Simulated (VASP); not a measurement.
```xyz
4
Lattice="1.5385 -2.6648 0.0000 1.5385 2.6648 0.0000 0.0000 0.0000 4.8499" Properties=species:S:1:pos:R:3 pbc="T T T"
Si     1.5385    -0.8883     2.4232
Si     1.5385     0.8883     4.8481
C      1.5385    -0.8883     4.2454
C      1.5385     0.8883     1.8205
```

Computed with PBEsol GGA, VASP's PBE PAW potentials (set 64) (plane waves; VASP 6.6.1). Numerical set-up: 600 eV cut-off, 8×8×4 Γ-centred mesh, Gaussian smearing of 0.050 eV, potentials Si C.

### Question
Predict the energy per atom (σ→0), pressure.

### Answer

```json
{
 "energy per atom (σ→0)": "-7.923 eV/atom",
 "pressure": "10.04 GPa"
}
```

The compound is SiC in the wurtzite structure, the rare 2H polytype. This cell was strained or had an atom moved on purpose.
